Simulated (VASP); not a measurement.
A VASP calculation is set up with these files.

**INCAR**
```
SYSTEM = HfO2
PREC = Accurate
ENCUT = 520
EDIFF = 1E-6
NELM = 40
ALGO = Normal
LREAL = .FALSE.
LASPH = .TRUE.
ISMEAR = 0
SIGMA = 0.05
GGA = PE
LMAXMIX = 6
LWAVE = .FALSE.
LCHARG = .FALSE.
ISIF = 2
```

KPOINTS:
```
Automatic mesh
0
Gamma
7 7 7
0 0 0
```

POSCAR:
```
HfO2
1
    0.0000000000     2.5400000000     2.5400000000
    2.5400000000     0.0000000000     2.5400000000
    2.5400000000     2.5400000000     0.0000000000
Hf O
1 3
Direct
  0.0000000000   0.0000000000   0.0000000000
  0.2500000000   0.2500000000   0.2500000000
  0.7500000000   0.7500000000   0.7500000000
  0.8000000000   0.8000000000   0.8000000000
```

POTCAR, in this order: Hf_pv O (PBE.64 set). Program: vasp_std.

Output

standard output:
```
 POSCAR found type information on POSCAR HfO
 POSCAR found :  2 types and       4 ions
 Reading from existing POTCAR
 Reading from existing POTCAR
 LDA part: xc-table for (Slater+PW92), standard interpolation

 -----------------------------------------------------------------------------
|                                                                             |
|           W    W    AA    RRRRR   N    N  II  N    N   GGGG   !!!           |
|           W    W   A  A   R    R  NN   N  II  NN   N  G    G  !!!           |
|           W    W  A    A  R    R  N N  N  II  N N  N  G       !!!           |
|           W WW W  AAAAAA  RRRRR   N  N N  II  N  N N  G  GGG   !            |
|           WW  WW  A    A  R   R   N   NN  II  N   NN  G    G                |
|           W    W  A    A  R    R  N    N  II  N    N   GGGG   !!!           |
|                                                                             |
|     The distance between some ions is very small. Please check the          |
|     nearest-neighbor list in the OUTCAR file.                               |
|     I HOPE YOU KNOW WHAT YOU ARE DOING!                                     |
|                                                                             |
 -----------------------------------------------------------------------------

 POSCAR, INCAR and KPOINTS ok, starting setup
 WAVECAR not read
 entering main loop
       N       E                     dE             d eps       ncg     rms          rms(c)
DAV:   1     0.465443518066E+03    0.46544E+03   -0.19097E+04  1600   0.161E+03
DAV:   2     0.265268793545E+03   -0.20017E+03   -0.19699E+03  1908   0.429E+02
DAV:   3     0.256166078894E+03   -0.91027E+01   -0.86917E+01  2106   0.765E+01
DAV:   4     0.255988518263E+03   -0.17756E+00   -0.17703E+00  2026   0.839E+00
DAV:   5     0.255985178823E+03   -0.33394E-02   -0.33374E-02  2086   0.896E-01    0.707E+01
DAV:   6     0.270806275376E+03    0.14821E+02   -0.81904E+01  1830   0.732E+01    0.454E+01
DAV:   7     0.273191071885E+03    0.23848E+01   -0.65403E+00  2006   0.215E+01    0.274E+01
DAV:   8     0.273610008171E+03    0.41894E+00   -0.25989E+00  2132   0.143E+01    0.417E+00
DAV:   9     0.273683085308E+03    0.73077E-01   -0.72740E-01  2020   0.618E+00    0.148E+00
DAV:  10     0.273690334563E+03    0.72493E-02   -0.52142E-02  1822   0.199E+00    0.113E+00
DAV:  11     0.273691978325E+03    0.16438E-02   -0.56452E-03  1964   0.651E-01    0.730E-01
DAV:  12     0.273692559975E+03    0.58165E-03   -0.53269E-03  2028   0.614E-01    0.194E-01
DAV:  13     0.273692574960E+03    0.14985E-04   -0.40780E-04  1750   0.181E-01    0.900E-02
DAV:  14     0.273692575612E+03    0.65212E-06   -0.94490E-06  2124   0.271E-02
   1 F= 0.27369258E+03 E0= 0.27369337E+03  d E =-.159646E-02
```

**OUTCAR**
```
------------------------ aborting loop because EDIFF is reached ----------------------------------------
  FORCE on cell =-STRESS in cart. coord.  units (eV):
  Direction    XX          YY          ZZ          XY          YZ          ZX
  --------------------------------------------------------------------------------------
  Total      309.0157418    309.0157418    309.0157418    293.6668077    293.6668077    293.6668077
  in kB    15106.3673186  15106.3673186  15106.3673186  14356.0280825  14356.0280825  14356.0280825
  external PRESSURE =   15106.3673186 kB  Pullay stress =       0.0000000 kB
  volume of cell :       32.77
      direct lattice vectors                 reciprocal lattice vectors
     0.000000000  2.540000000  2.540000000    -0.196850394  0.196850394  0.196850394
     2.540000000  0.000000000  2.540000000     0.196850394 -0.196850394  0.196850394
     2.540000000  2.540000000  0.000000000     0.196850394  0.196850394 -0.196850394
 POSITION                                       TOTAL-FORCE (eV/Angst)
 -----------------------------------------------------------------------------------
      0.00000      0.00000      0.00000         0.284737      0.284737      0.284737
      1.27000      1.27000      1.27000         0.766074      0.766074      0.766074
      3.81000      3.81000      3.81000     -1139.512069  -1139.512069  -1139.512069
      4.06400      4.06400      4.06400      1138.461258   1138.461258   1138.461258
 -----------------------------------------------------------------------------------
    total drift:                               -0.001611     -0.001611     -0.001612
  FREE ENERGIE OF THE ION-ELECTRON SYSTEM (eV)
  ---------------------------------------------------
  free  energy   TOTEN  =       273.6925756119 eV

  energy  without entropy=      273.6941720728  energy(sigma->0) =      273.69337384
```
(Selected blocks of OUTCAR.)

### Question
From input and log, find the fault in this run and mend it.

### Answer
The cause: one atom is typed twice, on or next to the same site. The run ends without an error. To mend it, correct POSCAR.
File POSCAR:
```
HfO2
1
    0.0000000000     2.5400000000     2.5400000000
    2.5400000000     0.0000000000     2.5400000000
    2.5400000000     2.5400000000     0.0000000000
Hf O
1 2
Direct
  0.0000000000   0.0000000000   0.0000000000
  0.2500000000   0.2500000000   0.2500000000
  0.7500000000   0.7500000000   0.7500000000
```
The mended run (PBE GGA, plane waves, VASP's PBE PAW potentials (set 64)) converges, and its OSZICAR ends with
```
   1 F= -.30247943E+02 E0= -.30247943E+02  d E =-.463258E-19
```
